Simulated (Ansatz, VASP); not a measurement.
# Cross-check of CuF between VASP and Ansatz, part 2 of 2

One calculation is typed for both programs; each brings its own data sets. How far apart do they land? The cell is generated by rule, not measured, and may not be a known phase. The cell is taken from a series of runs on this material, whose earlier steps may have relaxed, scaled, displaced or heated it; both programs get it as it stands.

VASP 6.6.1 and Ansatz 0.2.0.

So far. Step 2 (VASP: single point, PBE, pair 1): The run ends at a pressure of -0.29 GPa, with forces up to 0.24 eV/Å. Step 3 (Ansatz: single point, PBE, pair 1): The run ends at a pressure of -0.30 GPa, with forces up to 0.24 eV/Å.

## 5. VASP: single point, PBE, pair 2

Level of this step: PBE, no spin polarisation; plane waves and PAW (Cu, F); invented cell (VASP).

With cell and atoms fixed, the geometry can't cause a difference; cores, projectors, grids and the points listed under the comparison can.

Input file INCAR:

```
SYSTEM = CuF
PREC = Accurate
ENCUT = 600
EDIFF = 1E-06
NELM = 120
ISMEAR = 1
SIGMA = 0.15
LREAL = .FALSE.
ALGO = Normal
GGA = PE
NBANDS = 66
LASPH = .TRUE.
LORBIT = 11
LWAVE = .FALSE.
LCHARG = .FALSE.
ISIF = 2
GGA_COMPAT = .FALSE.
KPAR = 2
```

Input file POSCAR:

```
CuF
1.0
    0.0000000000      0.0000000000     -5.5322317470
    0.0000000000     -6.1205123662      0.0000000000
   -5.3005191933     -3.0602561831      0.0000000000
Cu F
6 6
Direct
    0.7500000000      0.3333338228      0.6437934670
    0.7500000000      0.0228741786      0.3333338228
    0.7500000000      0.6437934670      0.0228741786
    0.2500000000      0.6437934670      0.3333338228
    0.2500000000      0.3333338228      0.0228741786
    0.2500000000      0.0228741786      0.6437934670
    0.7500000000      0.6853648321      0.3333338228
    0.7500000000      0.3333338228      0.9813028135
    0.7500000000      0.9813028135      0.6853648321
    0.2500000000      0.3333338228      0.6853648321
    0.2500000000      0.9813028135      0.3333338228
    0.2500000000      0.6853648321      0.9813028135
```

Input file KPOINTS:

```
Automatic mesh
0
Gamma
6 6 6
0 0 0
```

PAW data sets: Cu and F (PBE family, release 64).

Started as:

```bash
mpirun -np 2 vasp_std
```

Numbers of over 12 decimals in the logs are rounded to 6 here.

What it wrote:

```text
[... set-up lines as in an earlier step ...]
 entering main loop
       N       E                     dE             d eps       ncg     rms          rms(c)
DAV:   1     0.155169080509E+04    0.15517E+04   -0.52460E+04  3696   0.257E+03
DAV:   2     0.332244293418E+03   -0.12194E+04   -0.11457E+04  3744   0.613E+02
DAV:   3    -0.659647551999E+01   -0.33884E+03   -0.32410E+03  4658   0.318E+02
DAV:   4    -0.472574973866E+02   -0.40661E+02   -0.39433E+02  5724   0.117E+02
[...]
DAV:  13    -0.430935822897E+02   -0.15725E-04   -0.12314E-04  5186   0.799E-02    0.131E-02
DAV:  14    -0.430935864612E+02   -0.41716E-05   -0.13180E-05  4358   0.303E-02    0.524E-03
DAV:  15    -0.430935861994E+02    0.26186E-06   -0.41121E-06  3778   0.205E-02
   1 F= -.43093586E+02 E0= -.43100601E+02  d E =0.210442E-01
```

From OUTCAR (step 5):

```text
  Total       -1.1352354     -1.1352354     -0.8160174     -0.0000000      0.0000000     -0.0000000
  in kB      -10.1342111    -10.1342111     -7.2845623     -0.0000000      0.0000000     -0.0000000
  external PRESSURE =      -9.1843282 kB  Pullay stress =       0.0000000 kB

 POSITION                                       TOTAL-FORCE (eV/Angst)
 -----------------------------------------------------------------------------------
     -3.41244     -4.01035     -4.14917         0.375919      0.217037      0.000000
     -1.76684     -1.16009     -4.14917        -0.000000     -0.434074      0.000000
     -0.12125     -4.01035     -4.14917        -0.375919      0.217037     -0.000000
     -1.76684     -4.96043     -1.38306        -0.000000      0.434074      0.000000
     -0.12125     -2.11017     -1.38306        -0.375919     -0.217037      0.000000
     -3.41244     -2.11017     -1.38306         0.375919     -0.217037      0.000000
     -1.76684     -5.21487     -4.14917        -0.000000     -0.061414     -0.000000
     -5.20141     -5.04321     -4.14917         0.053187      0.030707     -0.000000
     -3.63279     -8.10347     -4.14917        -0.053187      0.030707     -0.000000
     -3.63279     -4.13757     -1.38306        -0.053187     -0.030707      0.000000
     -1.76684     -7.02616     -1.38306        -0.000000      0.061414      0.000000
     -5.20141     -7.19782     -1.38306         0.053187     -0.030707     -0.000000
 -----------------------------------------------------------------------------------
    total drift:                                0.006261      0.010398      0.000000

  FREE ENERGIE OF THE ION-ELECTRON SYSTEM (eV)
  ---------------------------------------------------
  free  energy   TOTEN  =       -43.0935861994 eV

  energy  without entropy=      -43.1146303645  energy(sigma->0) =      -43.10060092

[... 2 parts as in an earlier step ...]

[... 1 further part left out ...]
[key lines of the parts left out:]
E-fermi :   2.4007
```

The run ends at a pressure of -0.92 GPa, with forces up to 0.43 eV/Å.

## 6. Ansatz: single point, PBE, pair 2

The same cell, functional, mesh and smearing now go to Ansatz, which takes its cutoff from its data sets.

The cell is taken from a series of runs on this material, whose earlier steps may have relaxed, scaled, displaced or heated it; both programs get it as it stands.

Input file input.yaml:

```yaml
crystal:
  lattice:
    - [0.0, 0.0, -5.532231747]
    - [0.0, -6.1205123662, 0.0]
    - [-5.3005191933, -3.0602561831, 0.0]
  atoms:
    - { symbol: Cu, position: [0.75, 0.3333338228, 0.6437928392] }
    - { symbol: Cu, position: [0.75, 1.0228738274, 0.3333328439] }
    - { symbol: Cu, position: [0.75, 0.6437931796, 1.0228743169] }
    - { symbol: Cu, position: [0.25, 0.6437928392, 0.3333338228] }
    - { symbol: Cu, position: [0.25, 0.3333345034, 0.0228729976] }
    - { symbol: Cu, position: [0.25, 1.0228743169, 0.6437931796] }
    - { symbol: F, position: [0.75, 0.6853644557, 0.3333329624] }
    - { symbol: F, position: [0.75, 0.3333323477, -0.0186971107] }
    - { symbol: F, position: [0.75, 0.9813018401, 0.6853641483] }
    - { symbol: F, position: [0.25, 0.3333329624, 0.6853644557] }
    - { symbol: F, position: [0.25, 0.981302211, 0.3333337042] }
    - { symbol: F, position: [0.25, 0.6853641483, 0.9813018401] }
kpoints:
  mp_grid: { grid: [6, 6, 6] }
hamiltonian:
  xc: pbe
scf:
  occupations: { method: methfessel_paxton, width: 0.15 }
output:
  forces: true
  stress: true
  eigenvalues: true
```

Started as:

```bash
ansatz run input.yaml --threads 4 --pin off --max-ram 7168MiB --backend cpu --events-out ev --progress --plain --runs-dir out
```

What it wrote:

```text
[...]
Crystal: 12 atoms, lattice volume = 179.476 Å³
Basis set: ecut = 420 eV, 3505 PW (Γ), exchange–correlation on 80×90×90 points (8 copies of the dense FFT grid, shifted against one another)
Bands: 94, of which v1, the nominal top of the filled ones, is band 78 counted from 1 (77 counted from 0)
Symmetry: 24 space group operations
[...]
k-point 0: bands = [... 74 lower, 6.2587, 6.8158, 6.8158, 6.8331, 6.8331, 9.9547, 11.1608, 11.1880, ... 12 higher]
  k-point 1: bands = [... 74 lower, 6.3617, 6.7674, 6.7839, 6.7867, 6.8268, 10.1491, 10.2385, 10.7104, ... 12 higher]
  k-point 2: bands = [... 74 lower, 6.4467, 6.6352, 6.6907, 6.7144, 7.1086, 9.0307, 10.2261, 10.7016, ... 12 higher]
  k-point 27: bands = [... 74 lower, 6.6262, 6.6262, 6.6262, 6.6262, 8.7133, 8.7133, 9.5754, 9.5754, ... 12 higher]
[key lines of the parts left out:]
SCF converged after 8 iterations
Free energy (F): -44594.121680 eV
Fermi energy:    6.841569 eV
P = ⅓ Tr σ = -0.9192 GPa (-9.192 kbar)
```

The run ends at a pressure of -0.92 GPa, with forces up to 0.44 eV/Å.

## 7. Differences

What differs besides the data sets and the points named for the pairs above, as far as they apply: the data sets hold 156 valence electrons in Ansatz (on its default PAW (the set named soft_2) files) and 108 in VASP. Total energies have different zeros and are not compared.

Both answers:

| quantity | Ansatz | VASP | difference |
| --- | --- | --- | --- |
| pressure (GPa) | -0.92 | -0.92 | 0.00 |

Forces on 9 of the 12 atoms, those with the largest forces and the largest differences (eV/Å; atoms numbered as in POSCAR):

| atom | Ansatz x, y, z | VASP x, y, z |
| --- | --- | --- |
| Cu1 | 0.378, 0.218, 0.000 | 0.376, 0.217, 0.000 |
| Cu2 | 0.000, -0.436, 0.000 | 0.000, -0.434, 0.000 |
| Cu3 | -0.378, 0.218, 0.000 | -0.376, 0.217, 0.000 |
| Cu4 | 0.000, 0.436, 0.000 | 0.000, 0.434, 0.000 |
| Cu5 | -0.378, -0.218, 0.000 | -0.376, -0.217, 0.000 |
| Cu6 | 0.378, -0.218, 0.000 | 0.376, -0.217, 0.000 |
| F8 | 0.043, 0.025, 0.000 | 0.053, 0.031, 0.000 |
| F10 | -0.043, -0.025, 0.000 | -0.053, -0.031, 0.000 |
| F12 | 0.043, -0.025, 0.000 | 0.053, -0.031, 0.000 |

The forces differ by 5.1 meV/Å r.m.s., which is 2.8 % of the r.m.s. force of 0.179 eV/Å (both taken over all components).

## 8. VASP: single point, PBE, pair 3

A single point gives forces, pressure and levels at one fixed geometry, so differences don't come from the geometry; what else differs is listed under the comparison.

INCAR is that of step 5.

Input file POSCAR:

```
CuF
1.0
    0.0000000000      0.0000000000     -5.5322317470
    0.0000000000     -6.1205123662      0.0000000000
   -5.3005191933     -3.0602561831      0.0000000000
Cu F
6 6
Direct
    0.7500000000      0.3333341025      0.6307230672
    0.7500000000      0.0359451378      0.3333341025
    0.7500000000      0.6307230672      0.0359451378
    0.2500000000      0.6307230672      0.3333341025
    0.2500000000      0.3333341025      0.0359451378
    0.2500000000      0.0359451378      0.6307230672
    0.7500000000      0.6960494980      0.3333341025
    0.7500000000      0.3333341025      0.9706187070
    0.7500000000      0.9706187070      0.6960494980
    0.2500000000      0.3333341025      0.6960494980
    0.2500000000      0.9706187070      0.3333341025
    0.2500000000      0.6960494980      0.9706187070
```

KPOINTS is that of step 5.

Started as:

```bash
mpirun -np 2 vasp_std
```

What it wrote:

```text
[... set-up lines as in an earlier step ...]
 entering main loop
       N       E                     dE             d eps       ncg     rms          rms(c)
DAV:   1     0.154430500336E+04    0.15443E+04   -0.52438E+04  3696   0.258E+03
DAV:   2     0.331082710310E+03   -0.12132E+04   -0.11409E+04  3728   0.612E+02
DAV:   3    -0.791024119513E+01   -0.33899E+03   -0.32293E+03  4810   0.317E+02
DAV:   4    -0.479360303876E+02   -0.40026E+02   -0.38763E+02  5696   0.116E+02
[...]
DAV:  13    -0.433982704120E+02   -0.93383E-05   -0.16754E-04  5516   0.798E-02    0.129E-02
DAV:  14    -0.433982762829E+02   -0.58709E-05   -0.21911E-05  4492   0.418E-02    0.564E-03
DAV:  15    -0.433982759250E+02    0.35786E-06   -0.36835E-06  3760   0.199E-02
   1 F= -.43398276E+02 E0= -.43404799E+02  d E =0.195691E-01
```

Parts of OUTCAR (step 8):

```text
  Total       -2.9491266     -2.9491266     -1.4839442      0.0000000      0.0000000      0.0000000
  in kB      -26.3267619    -26.3267619    -13.2471241      0.0000000      0.0000000      0.0000000
  external PRESSURE =     -21.9668826 kB  Pullay stress =       0.0000000 kB

 POSITION                                       TOTAL-FORCE (eV/Angst)
 -----------------------------------------------------------------------------------
     -3.34316     -3.97035     -4.14917         0.635026      0.366632     -0.000000
     -1.76684     -1.24009     -4.14917        -0.000000     -0.733264     -0.000000
     -0.19053     -3.97035     -4.14917        -0.635026      0.366632      0.000000
     -1.76684     -4.88044     -1.38306        -0.000000      0.733264      0.000000
     -0.19053     -2.15018     -1.38306        -0.635026     -0.366632      0.000000
     -3.34316     -2.15018     -1.38306         0.635026     -0.366632     -0.000000
     -1.76684     -5.28027     -4.14917        -0.000000     -0.054598      0.000000
     -5.14478     -5.01052     -4.14917         0.047283      0.027299     -0.000000
     -3.68942     -8.07077     -4.14917        -0.047283      0.027299     -0.000000
     -3.68942     -4.17027     -1.38306        -0.047283     -0.027299      0.000000
     -1.76684     -6.96077     -1.38306        -0.000000      0.054598      0.000000
     -5.14478     -7.23052     -1.38306         0.047283     -0.027299     -0.000000
 -----------------------------------------------------------------------------------
    total drift:                                0.009615      0.017002     -0.000000

  FREE ENERGIE OF THE ION-ELECTRON SYSTEM (eV)
  ---------------------------------------------------
  free  energy   TOTEN  =       -43.3982759250 eV

  energy  without entropy=      -43.4178450705  energy(sigma->0) =      -43.40479897

[... 2 parts as in an earlier step ...]

[... 1 further part left out ...]
[key lines of the parts left out:]
E-fermi :   2.2685
```

The run ends at a pressure of -2.20 GPa, with forces up to 0.73 eV/Å.

## 9. Ansatz: single point, PBE, pair 3

The same cell, functional, mesh and smearing now go to Ansatz, which takes its cutoff from its data sets.

The cell is taken from a series of runs on this material, whose earlier steps may have relaxed, scaled, displaced or heated it; both programs get it as it stands.

Input file input.yaml:

```yaml
crystal:
  lattice:
    - [0.0, 0.0, -5.532231747]
    - [0.0, -6.1205123662, 0.0]
    - [-5.3005191933, -3.0602561831, 0.0]
  atoms:
    - { symbol: Cu, position: [0.75, 0.3333341025, 0.6307220807] }
    - { symbol: Cu, position: [0.75, 1.035944586, 0.3333325642] }
    - { symbol: Cu, position: [0.75, 0.6307226155, 1.0359453551] }
    - { symbol: Cu, position: [0.25, 0.6307220807, 0.3333341025] }
    - { symbol: Cu, position: [0.25, 0.333335172, 0.035943282] }
    - { symbol: Cu, position: [0.25, 1.0359453551, 0.6307226155] }
    - { symbol: F, position: [0.75, 0.6960489065, 0.3333327505] }
    - { symbol: F, position: [0.75, 0.3333317845, -0.029381174] }
    - { symbol: F, position: [0.75, 0.9706171773, 0.6960484235] }
    - { symbol: F, position: [0.25, 0.3333327505, 0.6960489065] }
    - { symbol: F, position: [0.25, 0.9706177601, 0.3333339162] }
    - { symbol: F, position: [0.25, 0.6960484235, 0.9706171773] }
kpoints:
  mp_grid: { grid: [6, 6, 6] }
hamiltonian:
  xc: pbe
scf:
  occupations: { method: methfessel_paxton, width: 0.15 }
output:
  forces: true
  stress: true
  eigenvalues: true
```

Started as:

```bash
ansatz run input.yaml --threads 4 --pin off --max-ram 7168MiB --backend cpu --events-out ev --progress --plain --runs-dir out
```

What it wrote:

```text
[...]
Crystal: 12 atoms, lattice volume = 179.476 Å³
Basis set: ecut = 420 eV, 3505 PW (Γ), exchange–correlation on 80×90×90 points (8 copies of the dense FFT grid, shifted against one another)
Bands: 94, of which v1, the nominal top of the filled ones, is band 78 counted from 1 (77 counted from 0)
Symmetry: 24 space group operations
[...]
k-point 0: bands = [... 74 lower, 6.3035, 6.5979, 6.5979, 6.6174, 6.6174, 9.8544, 10.9414, 11.0396, ... 12 higher]
  k-point 1: bands = [... 74 lower, 6.3305, 6.5839, 6.6013, 6.6067, 6.6904, 10.0329, 10.1238, 10.6220, ... 12 higher]
  k-point 2: bands = [... 74 lower, 6.3508, 6.5367, 6.6044, 6.6317, 7.0714, 8.9624, 10.1262, 10.5631, ... 12 higher]
  k-point 27: bands = [... 74 lower, 6.5936, 6.5936, 6.5936, 6.5936, 8.3534, 8.3534, 9.6612, 9.6612, ... 12 higher]
[key lines of the parts left out:]
SCF converged after 8 iterations
Free energy (F): -44594.421750 eV
Fermi energy:    6.713130 eV
P = ⅓ Tr σ = -2.1839 GPa (-21.839 kbar)
```

The run ends at a pressure of -2.18 GPa, with forces up to 0.74 eV/Å.

## 10. Comparison

What differs besides the data sets and the points named for the pairs above, as far as they apply: the data sets hold 156 valence electrons in Ansatz (on its default PAW (the set named soft_2) files) and 108 in VASP. Total energies have different zeros and are not compared.

Both answers:

| quantity | Ansatz | VASP | difference |
| --- | --- | --- | --- |
| pressure (GPa) | -2.18 | -2.20 | +0.01 |

Forces on 9 of the 12 atoms, those with the largest forces and the largest differences (eV/Å; atoms numbered as in POSCAR):

| atom | Ansatz x, y, z | VASP x, y, z |
| --- | --- | --- |
| Cu1 | 0.637, 0.368, 0.000 | 0.635, 0.367, 0.000 |
| Cu2 | 0.000, -0.735, 0.000 | 0.000, -0.733, 0.000 |
| Cu3 | -0.637, 0.368, 0.000 | -0.635, 0.367, 0.000 |
| Cu4 | 0.000, 0.735, 0.000 | 0.000, 0.733, 0.000 |
| Cu5 | -0.637, -0.368, 0.000 | -0.635, -0.367, 0.000 |
| Cu6 | 0.637, -0.368, 0.000 | 0.635, -0.367, 0.000 |
| F7 | 0.000, -0.040, 0.000 | 0.000, -0.055, 0.000 |
| F9 | -0.034, 0.020, 0.000 | -0.047, 0.027, 0.000 |
| F11 | 0.000, 0.040, 0.000 | 0.000, 0.055, 0.000 |

The forces differ by 6.1 meV/Å r.m.s., which is 2.0 % of the r.m.s. force of 0.300 eV/Å (both taken over all components).

## 11. Summary of results

| Property | Result |
| --- | --- |
| r.m.s. force difference (single point, PBE, pair 1) | 3.4 meV/Å |
| r.m.s. force difference (single point, PBE, pair 2) | 5.1 meV/Å |
| r.m.s. force difference (single point, PBE, pair 3) | 2.0 % of the r.m.s. force |

**Reading.** The r.m.s. force difference is 2.0 % of the r.m.s. force (single point, PBE, pair 3), within the 3 % picked in this series as the mark of a large difference. The data sets hold unlike numbers of valence electrons (156 in Ansatz and 108 in VASP), so part of the differences comes from the potentials. 5 further runs of this series are not shown here. How closely two codes agree says nothing of how well the functional describes the real material.

[Lines on the potential files, build, host, timing and source positions are cut from VASP's logs without a mark.]

[Logs are printed without paths, hosts, clocks, repeated set-up lines and the standing remarks that a program may print on its own settings, such as how far it seeks lower states.]

[Hosts, paths, dates, database ids (printed as entryN), source tags and the programs' standing remarks are cut or masked in the printed files.]
